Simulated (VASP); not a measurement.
# RPA total energies of CaO (Lime), part 3 of 6

Wanted: where the RPA puts the energy minimum of CaO (Lime). The scan starts from a database cell scaled to its smallest volume. The cell is of the rock-salt type. The start is a cell from a database of measured crystal structures.

VASP 6.6.1, plane waves and PAW; the level of theory is named at each step.

So far. Step 8 (Comparison: HSE06, volume ratio 0.94): Its energy is -10.4028 eV an atom, on a zero of its own. Step 9 (Orbitals, volume ratio 0.97): The run ends at a pressure of 2.79 GPa.

### Step 10. Exact exchange, volume ratio 0.97

This step: Hartree-Fock energy on PBE orbitals; plane waves and PAW (Ca_sv_GW, O_GW) (VASP 6.6.1).

Exact exchange at this point.

INCAR reads:

```
SYSTEM = CaO
PREC = Accurate
ENCUT = 460
ISMEAR = 0
SIGMA = 0.05
LREAL = .FALSE.
GGA = PE
NBANDS = 14
ALGO = Eigenval
NELM = 1
LHFCALC = .TRUE.
AEXX = 1
ALDAC = 0
AGGAC = 0
PRECFOCK = Normal
LWAVE = .FALSE.
LCHARG = .FALSE.
```

POSCAR reads:

```
CaO
1.0
    0.0000000000      2.3821902571      2.3821902571
    2.3821902571      0.0000000000      2.3821902571
    2.3821902571      2.3821902571      0.0000000000
Ca O
1 1
Direct
    0.0000000000      0.0000000000      0.0000000000
    0.5000000000      0.5000000000      0.5000000000
```

KPOINTS reads:

```
Automatic mesh
0
Gamma
4 4 4
0 0 0
```

Potentials, in the order of the species: Ca_sv_GW and O_GW (PBE family, release 64).

The WAVECAR or CHGCAR of an earlier step is read.

On the command line:

```console
mpirun -np 8 vasp_std
```

What it wrote:

```text
[banner, memory and clock lines left out]
running    8 mpi-ranks, on    1 nodes
[...]
[... a notice as in an earlier step ...]

 LDA part: xc-table for (Slater+PW92), standard interpolation
 [... a notice as in an earlier step ...]

 found WAVECAR, reading the header
  number of bands has changed, file:    14 present:    16
  trying to continue reading WAVECAR, but it might fail
 POSCAR, INCAR and KPOINTS ok, starting setup
[...]
reading WAVECAR
 random initialization beyond band           14
 the WAVECAR file was read successfully
 initial charge from wavefunction
 entering main loop
       N       E                     dE             d eps       ncg     rms          rms(c)
EIG:   1    -0.321375E+02   -0.32138E+02    0.00000E+00     0   0.000E+00
   1 F= -.32137526E+02 E0= -.32137526E+02  d E =-.196784E-18
```

It took 6.6 s on 8 MPI ranks of Intel Xeon Platinum 8488C (Sapphire Rapids), shared host; peak memory 0.79 GiB; 24 s of CPU time.

Parts of OUTCAR (step 10):

```text
 POSITION                                       TOTAL-FORCE (eV/Angst)
 -----------------------------------------------------------------------------------
      0.00000      0.00000      0.00000         0.000000      0.000000      0.000000
      2.38219      2.38219      2.38219         0.000000      0.000000     -0.000000
 -----------------------------------------------------------------------------------
    total drift:                                0.000000      0.000000      0.000000

  FREE ENERGIE OF THE ION-ELECTRON SYSTEM (eV)
  ---------------------------------------------------
  free  energy   TOTEN  =       -32.1375259730 eV

  energy  without entropy=      -32.1375259730  energy(sigma->0) =      -32.13752597

[... 2 parts as in an earlier step ...]

[... 1 further part left out ...]
[key lines of the parts left out:]
E-fermi :   5.1399
```

The Hartree-Fock energy on these orbitals is -16.0688 eV an atom.

### Step 11. Empty bands, volume ratio 0.97

This step: PBE; plane waves and PAW (Ca_sv_GW, O_GW) (VASP 6.6.1).

The empty bands are made again, for the run that follows.

INCAR reads:

```
SYSTEM = CaO
PREC = Accurate
ENCUT = 460
ISMEAR = 0
SIGMA = 0.05
LREAL = .FALSE.
GGA = PE
NBANDS = 616
ALGO = Exact
NELM = 1
LWAVE = .TRUE.
LCHARG = .FALSE.
LOPTICS = .TRUE.
NEDOS = 1000
CSHIFT = 0.1
```

POSCAR is that of step 10.

KPOINTS is that of step 10.

On the command line:

```console
mpirun -np 8 vasp_std
```

What it wrote:

```text
[banner, memory and clock lines left out]
running    8 mpi-ranks, on    1 nodes
[...]
[... a notice as in an earlier step ...]

 LDA part: xc-table for (Slater+PW92), standard interpolation
 found WAVECAR, reading the header
  number of bands has changed, file:    14 present:   616
  trying to continue reading WAVECAR, but it might fail
 POSCAR, INCAR and KPOINTS ok, starting setup
[...]
reading WAVECAR
 random initialization beyond band           14
 the WAVECAR file was read successfully
 initial charge from wavefunction
 entering main loop
       N       E                     dE             d eps       ncg     rms          rms(c)
DIA:   1    -0.177607E+02   -0.17761E+02    0.00000E+00     0   0.000E+00
   1 F= -.17760728E+02 E0= -.17760728E+02  d E =-.597889E-29
 writing wavefunctions
 optical routines
 imaginary and real dielectric function
 recalculating local potential from charge density
 direction            1
 direction            2
 direction            3
```

The job ended after 6 s (8 MPI ranks; peak memory 0.93 GiB).

OUTCAR, selected parts (step 11):

```text
  Total        0.4708241      0.4708241      0.4708241      0.0000000      0.0000000     -0.0000000
  in kB       27.9003699     27.9003699     27.9003699      0.0000000      0.0000000     -0.0000000
  external PRESSURE =      27.9003699 kB  Pullay stress =       0.0000000 kB

 POSITION                                       TOTAL-FORCE (eV/Angst)
 -----------------------------------------------------------------------------------
      0.00000      0.00000      0.00000         0.000000     -0.000000      0.000000
      2.38219      2.38219      2.38219        -0.000000      0.000000     -0.000000
 -----------------------------------------------------------------------------------
    total drift:                                0.000000     -0.000000     -0.000000

  FREE ENERGIE OF THE ION-ELECTRON SYSTEM (eV)
  ---------------------------------------------------
  free  energy   TOTEN  =       -17.7607276362 eV

  energy  without entropy=      -17.7607276362  energy(sigma->0) =      -17.76072764

[... 1 part as in an earlier step ...]

[... 2 further parts left out ...]
[key lines of the parts left out:]
E-fermi :   5.2274
```

WAVECAR now holds 616 bands for 16 electrons.

### Step 12. RPA correlation, volume ratio 0.97

This step: RPA correlation on PBE orbitals; plane waves and PAW (Ca_sv_GW, O_GW) (VASP 6.6.1).

RPA correlation at this point.

INCAR reads:

```
SYSTEM = CaO
PREC = Accurate
ENCUT = 460
ISMEAR = 0
SIGMA = 0.05
LREAL = .FALSE.
GGA = PE
NBANDS = 616
ALGO = ACFDT
ENCUTGW = 200
NOMEGA = 12
PRECFOCK = Fast
LWAVE = .FALSE.
LCHARG = .FALSE.
```

POSCAR is that of step 11.

KPOINTS is that of step 11.

On the command line:

```console
mpirun -np 8 vasp_std
```

What it wrote:

```text
[banner, memory and clock lines left out]
running    8 mpi-ranks, on    1 nodes
[...]
[... a notice as in an earlier step ...]

 LDA part: xc-table for (Slater+PW92), standard interpolation
 found WAVECAR, reading the header
 POSCAR, INCAR and KPOINTS ok, starting setup
[...]
reading WAVECAR
 the WAVECAR file was read successfully
 initial charge from wavefunction
 available memory per node:     55.64 GB, setting MAXMEM to     56975

 The Fermi energy was updated, please check that it is located mid-gap
 values below the HOMO (VB) or above the LUMO (CB) will cause erroneous energies
 E-fermi :   6.6588

 the WAVEDER file was read successfully
 set NWRITE>2 for more details about minimax calculation
 number of imaginary grid points requested:      12
 number of distinct grids requested:  1
 quadrature errors minimized for energies in [ 0.364E+01, 0.486E+03 ]
 bosonic grid (T=0, re) determined with error: 0.5157E-08
 bosonic grid (re): 0.5157E-08
[...]
NQ=   2    0.2500    0.0000    0.0000,
|.........|.........|.........|.........
 performed       7470000 updates of chi_q(r,r)
 total number of BLAS operations       1696.99 Gflops
NQ=   3    0.5000    0.0000    0.0000,
|.........|.........|.........|.........
 performed      11205000 updates of chi_q(r,r)
 total number of BLAS operations       2540.44 Gflops
NQ=   4    0.2500    0.2500    0.0000,
|.........|.........|.........|.........
 performed      14940000 updates of chi_q(r,r)
 total number of BLAS operations       3354.05 Gflops
NQ=   5    0.5000    0.2500    0.0000,
|.........|.........|.........|.........
 performed      18675000 updates of chi_q(r,r)
 total number of BLAS operations       4258.83 Gflops
NQ=   6   -0.2500    0.2500    0.0000,
|.........|.........|.........|.........
 performed      22410000 updates of chi_q(r,r)
 total number of BLAS operations       5122.49 Gflops
NQ=   7    0.5000    0.5000    0.0000,
|.........|.........|.........|.........
 performed      26145000 updates of chi_q(r,r)
 total number of BLAS operations       6201.32 Gflops
NQ=   8   -0.2500    0.5000    0.2500,
|.........|.........|.........|.........
 performed      29880000 updates of chi_q(r,r)
 total number of BLAS operations       7127.01 Gflops
 entering main loop
```

The job ended after 46 s (8 MPI ranks; peak memory 1.4 GiB).

From OUTCAR (step 12):

```text
      cutoff energy     smooth cutoff   RPA   correlation   Hartree contr. to MP2
---------------------------------------------------------------------------------
            200.000           160.000      -20.0485780805      -31.2385654070
            190.476           152.381      -19.7435510794      -30.8467842529
            181.406           145.125      -19.4308458816      -30.4384890212
            172.768           138.214      -19.1049265748      -30.0056514828
            164.541           131.632      -18.7657447756      -29.5477404849
            156.705           125.364      -18.4177309673      -29.0699452081
            149.243           119.394      -18.0638765211      -28.5760389790
            142.136           113.709      -17.6925246097      -28.0495842264
  linear regression

[... 2 parts as in an earlier step ...]

[... 2 further parts left out ...]
[key lines of the parts left out:]
E-fermi :   6.6588
```

The correlation energy is -11.760 eV an atom, +7 meV against the point before. With exact exchange the total is -27.8286 eV an atom.

### Step 13. Comparison: r2SCAN, volume ratio 0.97

This step: r2SCAN; plane waves and PAW (Ca_sv_GW, O_GW) (VASP 6.6.1).

The comparison at this point.

INCAR reads:

```
SYSTEM = CaO
PREC = Accurate
ENCUT = 460
EDIFF = 1E-06
NELM = 100
ISMEAR = 0
SIGMA = 0.05
LREAL = .FALSE.
ALGO = Normal
METAGGA = R2SCAN
LASPH = .TRUE.
NBANDS = 14
LWAVE = .FALSE.
LCHARG = .FALSE.
KPAR = 8
```

POSCAR is that of step 12.

KPOINTS is that of step 12.

On the command line:

```console
mpirun -np 8 vasp_std
```

What it wrote:

```text
[banner, memory and clock lines left out]
running    8 mpi-ranks, on    1 nodes
[...]
[... a notice as in an earlier step ...]

 [... a notice as in an earlier step ...]

 LDA part: xc-table for (None), standard interpolation
 POSCAR, INCAR and KPOINTS ok, starting setup
[...]
entering main loop
       N       E                     dE             d eps       ncg     rms          rms(c)
DAV:   1     0.161496E+03    0.16150E+03   -0.69983E+03   232   0.109E+03
DAV:   2    -0.232323E+02   -0.18473E+03   -0.16184E+03   304   0.468E+02
DAV:   3    -0.350628E+02   -0.11831E+02   -0.11644E+02   374   0.133E+02
DAV:   4    -0.352008E+02   -0.13797E+00   -0.13774E+00   314   0.133E+01
[...]
DAV:  13    -0.244460E+02    0.14657E-04   -0.12409E-04   372   0.148E-01    0.175E-02
DAV:  14    -0.244459E+02    0.50041E-05   -0.13881E-05   336   0.448E-02    0.505E-03
DAV:  15    -0.244459E+02    0.75819E-06   -0.63084E-07   130   0.902E-03
   1 F= -.24445946E+02 E0= -.24445946E+02  d E =-.914585E-14
```

The job ended after 9 s (8 MPI ranks; peak memory 0.98 GiB).

OUTCAR, selected parts (step 13):

```text
  Total        0.0347772      0.0347772      0.0347772      0.0000000     -0.0000000      0.0000000
  in kB        2.0608476      2.0608476      2.0608476      0.0000000     -0.0000000      0.0000000
  external PRESSURE =       2.0608476 kB  Pullay stress =       0.0000000 kB

 POSITION                                       TOTAL-FORCE (eV/Angst)
 -----------------------------------------------------------------------------------
      0.00000      0.00000      0.00000         0.000000      0.000000      0.000000
      2.38219      2.38219      2.38219         0.000000      0.000000     -0.000000
 -----------------------------------------------------------------------------------
    total drift:                                0.000000     -0.000000     -0.000000

  FREE ENERGIE OF THE ION-ELECTRON SYSTEM (eV)
  ---------------------------------------------------
  free  energy   TOTEN  =       -24.4459456303 eV

  energy  without entropy=      -24.4459456303  energy(sigma->0) =      -24.44594563

[... 2 parts as in an earlier step ...]

[... 1 further part left out ...]
[key lines of the parts left out:]
E-fermi :   4.7419
```

Its energy is -12.2230 eV an atom, on a zero of its own.

### Step 14. Orbitals for comparison: HSE06, volume ratio 0.97

This step: PBE; plane waves and PAW (Ca_sv_GW, O_GW) (VASP 6.6.1).

Starting orbitals, as before.

INCAR reads:

```
SYSTEM = CaO
PREC = Accurate
ENCUT = 460
EDIFF = 1E-05
NELM = 100
ISMEAR = 0
SIGMA = 0.05
LREAL = .FALSE.
ALGO = Normal
GGA = PE
NBANDS = 14
LORBIT = 11
LWAVE = .TRUE.
LCHARG = .FALSE.
KPAR = 8
```

POSCAR is that of step 13.

KPOINTS is that of step 13.

On the command line:

```console
mpirun -np 8 vasp_std
```

What it wrote:

```text
[... set-up lines as in an earlier step ...]
 entering main loop
       N       E                     dE             d eps       ncg     rms          rms(c)
[... 11 cycles as in an earlier step ...]
DAV:  12    -0.177607E+02   -0.18870E-04   -0.51427E-05   266   0.938E-02    0.286E-02
DAV:  13    -0.177607E+02    0.72038E-06   -0.46390E-06   130   0.466E-02
   1 F= -.17760727E+02 E0= -.17760727E+02  d E =-.113327E-25
 writing wavefunctions
```

Run time: 4.8 s. Hardware: 8 MPI ranks; peak memory 0.99 GiB; 8.3 s of CPU time.

Parts of OUTCAR (step 14):

```text
  Total        0.4768624      0.4768624      0.4768624     -0.0000000     -0.0000000      0.0000000
  in kB       28.2581874     28.2581874     28.2581874     -0.0000000     -0.0000000      0.0000000
  external PRESSURE =      28.2581874 kB  Pullay stress =       0.0000000 kB

 POSITION                                       TOTAL-FORCE (eV/Angst)
 -----------------------------------------------------------------------------------
      0.00000      0.00000      0.00000         0.000000     -0.000000      0.000000
      2.38219      2.38219      2.38219         0.000000      0.000000      0.000000
 -----------------------------------------------------------------------------------
    total drift:                                0.000000     -0.000000     -0.000000

  FREE ENERGIE OF THE ION-ELECTRON SYSTEM (eV)
  ---------------------------------------------------
  free  energy   TOTEN  =       -17.7607268807 eV

  energy  without entropy=      -17.7607268807  energy(sigma->0) =      -17.76072688

[... 2 parts as in an earlier step ...]

[... 1 further part left out ...]
[key lines of the parts left out:]
E-fermi :   5.2026
```

The run ends at a pressure of 2.83 GPa.

### Step 15. Comparison: HSE06, volume ratio 0.97

This step: HSE06; plane waves and PAW (Ca_sv_GW, O_GW) (VASP 6.6.1).

The comparison at this point.

INCAR reads:

```
SYSTEM = CaO
PREC = Accurate
ENCUT = 460
EDIFF = 1E-06
NELM = 100
ISMEAR = 0
SIGMA = 0.05
LREAL = .FALSE.
ALGO = Normal
LHFCALC = .TRUE.
AEXX = 0.25
GGA = PE
HFSCREEN = 0.2
LASPH = .TRUE.
NBANDS = 14
PRECFOCK = Fast
LWAVE = .FALSE.
LCHARG = .FALSE.
KPAR = 8
```

POSCAR is that of step 14.

KPOINTS is that of step 14.

The run starts from files that an earlier step left in the folder.

On the command line:

```console
mpirun -np 8 vasp_std
```

What it wrote:

```text
[... set-up lines as in an earlier step ...]
 entering main loop
       N       E                     dE             d eps       ncg     rms          rms(c)
DAV:   1    -0.208356E+02   -0.20836E+02   -0.26999E-01   320   0.118E+01    0.115E+00
DAV:   2    -0.208300E+02    0.55462E-02   -0.30975E-02   342   0.241E+00    0.570E-01
DAV:   3    -0.208294E+02    0.61290E-03   -0.41345E-03   332   0.756E-01    0.370E-01
DAV:   4    -0.208288E+02    0.58238E-03   -0.73056E-04   278   0.422E-01    0.216E-01
DAV:   5    -0.208287E+02    0.12745E-03   -0.31931E-04   358   0.230E-01    0.127E-01
DAV:   6    -0.208287E+02    0.41527E-04   -0.22178E-05   346   0.775E-02    0.706E-02
DAV:   7    -0.208286E+02    0.12519E-04   -0.75672E-06   358   0.370E-02    0.388E-02
DAV:   8    -0.208286E+02    0.27668E-05   -0.25156E-06   266   0.266E-02    0.226E-02
DAV:   9    -0.208286E+02    0.72706E-06   -0.85336E-07   130   0.165E-02
   1 F= -.20828635E+02 E0= -.20828635E+02  d E =-.370141E-19
```

Elapsed: 13 s, on 8 MPI ranks; peak memory 1.7 GiB.

OUTCAR, selected parts (step 15):

```text
 POSITION                                       TOTAL-FORCE (eV/Angst)
 -----------------------------------------------------------------------------------
      0.00000      0.00000      0.00000        -0.000000     -0.000000     -0.000000
      2.38219      2.38219      2.38219         0.000000      0.000000      0.000000
 -----------------------------------------------------------------------------------
    total drift:                                0.000001      0.000000     -0.000002

  FREE ENERGIE OF THE ION-ELECTRON SYSTEM (eV)
  ---------------------------------------------------
  free  energy   TOTEN  =       -20.8286347137 eV

  energy  without entropy=      -20.8286347137  energy(sigma->0) =      -20.82863471

[... 2 parts as in an earlier step ...]

[... 1 further part left out ...]
[key lines of the parts left out:]
E-fermi :   4.0504
```

Its energy is -10.4143 eV an atom, on a zero of its own.

### Step 16. Orbitals, volume ratio 1

This step: PBE; plane waves and PAW (Ca_sv_GW, O_GW) (VASP 6.6.1).

The same chain follows at a volume ratio of 1.

INCAR reads:

```
SYSTEM = CaO
PREC = Accurate
ENCUT = 460
EDIFF = 1E-08
NELM = 100
ISMEAR = 0
SIGMA = 0.05
LREAL = .FALSE.
ALGO = Normal
GGA = PE
NBANDS = 14
LORBIT = 11
LWAVE = .TRUE.
LCHARG = .FALSE.
KPAR = 8
```

POSCAR reads:

```
CaO
1.0
    0.0000000000      2.4065000000      2.4065000000
    2.4065000000      0.0000000000      2.4065000000
    2.4065000000      2.4065000000      0.0000000000
Ca O
1 1
Direct
    0.0000000000      0.0000000000      0.0000000000
    0.5000000000      0.5000000000      0.5000000000
```

KPOINTS is that of step 15.

On the command line:

```console
mpirun -np 8 vasp_std
```

What it wrote:

```text
[... set-up lines as in an earlier step ...]
 entering main loop
       N       E                     dE             d eps       ncg     rms          rms(c)
DAV:   1     0.179718E+03    0.17972E+03   -0.71052E+03   224   0.111E+03
DAV:   2    -0.775005E+01   -0.18747E+03   -0.16406E+03   310   0.454E+02
DAV:   3    -0.213521E+02   -0.13602E+02   -0.13345E+02   340   0.138E+02
DAV:   4    -0.218612E+02   -0.50911E+00   -0.50886E+00   282   0.293E+01
[...]
DAV:  17    -0.177748E+02    0.31196E-07   -0.13777E-09   118   0.489E-04    0.116E-03
DAV:  18    -0.177748E+02    0.27328E-07   -0.91364E-10   130   0.437E-04    0.678E-05
DAV:  19    -0.177748E+02    0.11817E-08   -0.43741E-10   118   0.366E-04
   1 F= -.17774801E+02 E0= -.17774801E+02  d E =-.263355E-12
 writing wavefunctions
```

The job ended after 5.2 s (8 MPI ranks; peak memory 0.99 GiB).

From OUTCAR (step 16):

```text
  Total       -0.1288525     -0.1288525     -0.1288525     -0.0000000     -0.0000000      0.0000000
  in kB       -7.4065479     -7.4065479     -7.4065479     -0.0000000     -0.0000000      0.0000000
  external PRESSURE =      -7.4065479 kB  Pullay stress =       0.0000000 kB

 POSITION                                       TOTAL-FORCE (eV/Angst)
 -----------------------------------------------------------------------------------
      0.00000      0.00000      0.00000        -0.000000      0.000000      0.000000
      2.40650      2.40650      2.40650         0.000000     -0.000000     -0.000000
 -----------------------------------------------------------------------------------
    total drift:                                0.000000     -0.000000     -0.000000

  FREE ENERGIE OF THE ION-ELECTRON SYSTEM (eV)
  ---------------------------------------------------
  free  energy   TOTEN  =       -17.7748008821 eV

  energy  without entropy=      -17.7748008821  energy(sigma->0) =      -17.77480088

[... 1 part as in an earlier step ...]

[... 2 further parts left out ...]
[key lines of the parts left out:]
E-fermi :   4.8297
```

The run ends at a pressure of -0.74 GPa.

(Part 3 of 6 ends here.)

[Long decimals in the printed logs are rounded to 6 places.]

[Lines on the potential files, build, host, timing and source positions are cut from VASP's logs without a mark.]

[Logs are printed without paths, hosts, clocks, repeated set-up lines and the standing remarks that a program may print on its own settings, such as how far it seeks lower states.]

[Hosts, paths, dates, database ids (printed as entryN), source tags and the programs' standing remarks are cut or masked in the printed files.]

[Measured values are set beside computed ones only where the two were judged alike; some that the calculation misses by far are left out.]

[Pressures printed for these runs are not shown converged in the cutoff: they can be off by several GPa and have the wrong sign.]
